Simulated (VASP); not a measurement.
GaN (zinc blende): the LDA gap over mesh and path against the volume, with the cell scaled uniformly; LDA's own equilibrium is at 11.120 Å³/atom. VASP (PAW), 520 eV cut-off, 11×11×11 Γ-centred mesh, Gaussian smearing of 0.050 eV, potentials Ga_d N.  Fit the value as a straight line in ln V.

| V (Å³/atom) | LDA gap over mesh and path (eV) |
|---|---|
| 10.119 | 2.545 |
| 10.452 | 2.336 |
| 10.786 | 2.132 |
| 11.12 | 1.934 |
| 11.453 | 1.742 |
| 11.787 | 1.556 |

Fit the rows as the text says and predict the value at 9.785.

The slope against ln V is -6.49 eV, the volume deformation potential of this gap. The line misses the rows by up to 0.001 and gives 2.763 at 9.785. The run gave 2.759, -0.004 from the line.

Left out are failed runs and those whose mesh is unfit for this quantity.

The compound is GaN in the zinc blende structure, a metastable form; wurtzite is the usual one.
